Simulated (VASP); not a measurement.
An input for Ansatz (written as the equivalent of a VASP run, and not itself run):

Ansatz 0.2 input:
```yaml
crystal:
  lattice:
    - [3.3198417, 0.0000000, 0.0000000]
    - [0.0000000, 5.7017714, 0.0000000]
    - [0.0000000, 0.0000000, 3.8135198]
  atoms:
    - { symbol: Sn, position: [0.0000000, 0.2356162, 0.5317393] }
    - { symbol: Sn, position: [0.5000000, 0.7643838, 0.0317393] }
    - { symbol: O, position: [0.0000000, 0.8820119, 0.7182607] }
    - { symbol: O, position: [0.5000000, 0.1179881, 0.2182607] }
kpoints:
  mp_grid: { grid: [6, 4, 5] }
hamiltonian:
  xc: pbesol
  pseudopotentials: { kind: paw }
scf:
  occupations: { method: gaussian, width: 0.05 }
  max_iter: 100
relax:
  max_steps: 60
  f_tol: 0.02
  cell: {}
output: { forces: true, stress: true, eigenvalues: true }
```

Q: Translate this input to VASP (INCAR, KPOINTS, POSCAR, choice of POTCAR).

A: Several could match; the one computed here: 
**POSCAR**
```
SnO
1
    3.3198416848     0.0000000000     0.0000000000
    0.0000000000     5.7017713884     0.0000000000
    0.0000000000     0.0000000000     3.8135198283
Sn O
2 2
Direct
  0.0000000000   0.2356161829   0.5317393467
  0.5000000000   0.7643838171   0.0317393467
  0.0000000000   0.8820118993   0.7182606533
  0.5000000000   0.1179881007   0.2182606533
```

KPOINTS:
```
Automatic mesh
0
gamma
6 4 5
```

### INCAR
```
ALGO = Normal
EDIFF = 1E-6
EDIFFG = -0.02
ENCUT = 520
GGA = PS
IBRION = 2
ISIF = 3
ISMEAR = 0
LASPH = T
LCHARG = F
LMAXMIX = 4
LREAL = F
LWAVE = F
NELM = 100
NSW = 60
PREC = Accurate
SIGMA = 0.05
SYSTEM = SnO
```

POTCAR, in this order: Sn_d O (PBE.64 set). Program: vasp_std.

The two are equivalent in intent, not identical: each code has its own PAW files, so the cut-off isn't converted (ENCUT is set for VASP's; basis.ecutwfc is left out, and Ansatz then takes the one that its files recommend); Ansatz stops its SCF on the density residual and VASP on the energy change (EDIFF).

The structure comes from a computed database's SnO entry (Pmn2_1); how it stands against other phases isn't given here. It was relaxed first, which changed the volume by -10 %. The start is the result of an earlier pass.
